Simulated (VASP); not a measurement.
An input for Quantum ESPRESSO's pw.x (written as the equivalent of a VASP run, and not itself run):

```
&CONTROL
  calculation = 'scf'
  pseudo_dir = './pseudo'
  outdir = './out'
  tprnfor = .true.
  tstress = .true.
/
&SYSTEM
  ibrav = 0
  nat = 3
  ntyp = 2
  ecutwfc = 74
  occupations = 'smearing'
  smearing = 'gaussian'
  degauss = 0.003675
  input_dft = 'pbe'
  vdw_corr = 'grimme-d3'
  dftd3_version = 3
  dftd3_threebody = .false.
/
&ELECTRONS
  conv_thr = 7.3e-09
  electron_maxstep = 100
/
ATOMIC_SPECIES
  Li 6.940 Li.upf
  S 32.060 S.upf
CELL_PARAMETERS angstrom
     0.0000000    2.7406798    2.7406798
     2.7406798    0.0000000    2.7406798
     2.7406798    2.7406798    0.0000000
ATOMIC_POSITIONS crystal
  Li   0.2500000  0.2500000  0.2500000
  Li   0.7500000  0.7500000  0.7500000
  S    0.0000000  0.0000000  0.0000000
K_POINTS automatic
  7 7 7 0 0 0
```

Q: Translate this input to VASP (INCAR, KPOINTS, POSCAR, choice of POTCAR).

A: One answer among several that fit: 
**KPOINTS**
```
Automatic mesh
0
Gamma
7 7 7
0 0 0
```

POSCAR:
```
Li2S
2.740680
  0.0000000000   0.9999999234   0.9999999234
  0.9999999234   0.0000000000   0.9999999234
  0.9999999234   0.9999999234   0.0000000000
Li S
2 1
Cart
  0.4999999617   0.4999999617   0.4999999617
  1.4999998852   1.4999998852   1.4999998852
  0.0000000000   0.0000000000   0.0000000000
```

### INCAR
```
# general
SYSTEM = Li2S
PREC   = Accurate
ENCUT  = 520
LREAL  = .FALSE.
LASPH  = .TRUE.

# electronic loop
EDIFF  = 1E-7
NELM   = 100
ALGO   = Normal

# smearing
ISMEAR = 0
SIGMA  = 0.05

# functional
GGA    = PE
IVDW   = 11

# ions
ISIF   = 2

# output
LWAVE  = .FALSE.
LCHARG = .FALSE.
```

POTCAR, in this order: Li_sv S (PBE.64 set). Program: vasp_std.

The two are equivalent in intent, not identical: the potentials are each code's own (VASP's PAW set, PseudoDojo norm-conserving files in pw.x), so ENCUT and ecutwfc are chosen apart and not converted; conv_thr bounds pw.x's estimated SCF error, while EDIFF bounds the energy change between steps.

The compound is Li2S in the antifluorite structure. This cell is one point of a volume scan, at 0.94 of the reference volume.
